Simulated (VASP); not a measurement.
Here is the system:

```yaml
crystal:
  lattice:
    - [1.60058, 0.92410, 4.75745]
    - [-1.60058, 0.92410, 4.75745]
    - [0.00000, -1.84819, 4.75745]
  atoms:
    - { symbol: Mg, position: [0.50000, 0.50000, 0.50000] }
    - { symbol: Cd, position: [0.00000, 0.00000, 0.00000] }
```

Computed with PBEsol GGA, VASP's PBE PAW potentials (set 64) (plane waves; VASP 6.6.1). Run with 400 eV cut-off, Gaussian smearing of 0.050 eV, potentials Mg Cd.

Question: Give the energies of bands 6 to 10 at the high-symmetry points, in eV from the Fermi level.

Answer: 
```csv
band,Γ,T,H2,L,S0,F
6,-8.20,-6.81,-0.92,-2.62,-0.98,-2.27
7,-1.53,-5.78,-0.39,-2.51,-0.58,-1.77
8,-0.06,6.53,-0.30,1.49,0.01,-0.49
9,11.58,8.59,0.52,2.66,1.20,1.62
10,11.58,10.56,4.33,5.89,2.78,6.21
```

It has no gap at this level: it comes out as a metal or semimetal.

The structure comes from a computed database's MgCd entry (R-3m); how it stands against other phases isn't given here. It was relaxed first.
